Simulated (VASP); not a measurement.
Input:

```
CELL_PARAMETERS angstrom
      0.00000     3.67842     3.67842
      3.67842     0.00000     3.67842
      3.67842     3.67842     0.00000
ATOMIC_POSITIONS crystal
  Br 0.25000 0.25000 0.25000
  K  0.00000 0.00000 0.00000
```

Computed with PBE GGA, VASP's PBE PAW potentials (set 64) (plane waves; VASP). Run with 400 eV cut-off, 7×7×7 Monkhorst-Pack mesh, Gaussian smearing of 0.050 eV, potentials Br K_sv.

**Question.** What does the run give for the energy per atom (σ→0)?

**Answer.** 
```yaml
energy per atom (σ→0): -3.016 eV/atom
```

The structure was generated: KBr was put into the zincblende type (F-43m), which need not be its known phase. The cell was not relaxed at this level. The run is one of a series of settings (KPOINTS 7×7×7 Monkhorst-Pack mesh against the base run), some of them coarse on purpose.
